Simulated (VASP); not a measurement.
Here is the system:

```yaml
crystal:
  lattice:
    - [3.61512, 0.00000, 0.00000]
    - [0.00000, 3.61512, 0.00000]
    - [0.00000, 0.00000, 3.61512]
  atoms:
    - { symbol: Cs, position: [0.00000, 0.00000, 0.00000] }
    - { symbol: I, position: [0.50000, 0.50000, 0.50000] }
```

The numbers are results of LDA (Ceperley-Alder, Perdew-Zunger), VASP's LDA PAW potentials (set 64) (plane waves; VASP 6.6.1), not measurements. Run with 500 eV cut-off, 7×7×7 Γ-centred mesh, Gaussian smearing of 0.050 eV, potentials Cs_sv I.

Unless said otherwise, spin-orbit coupling is left out, though it shifts the bands of the heavy elements here.

Estimate the energy per atom (σ→0), pressure, band gap (on the k-mesh) with the smallest direct gap where there is one.

```yaml
band gap (on the k-mesh): 0.85 eV
smallest direct gap (on the k-mesh): 0.85 eV
energy per atom (σ→0): -1.581 eV/atom
pressure: 45.00 GPa
```

Total energies compare only between runs with the same potentials, cut-off and functional.

The compound is CsI in the CsCl type structure. It was relaxed first under an external pressure of 45 GPa.
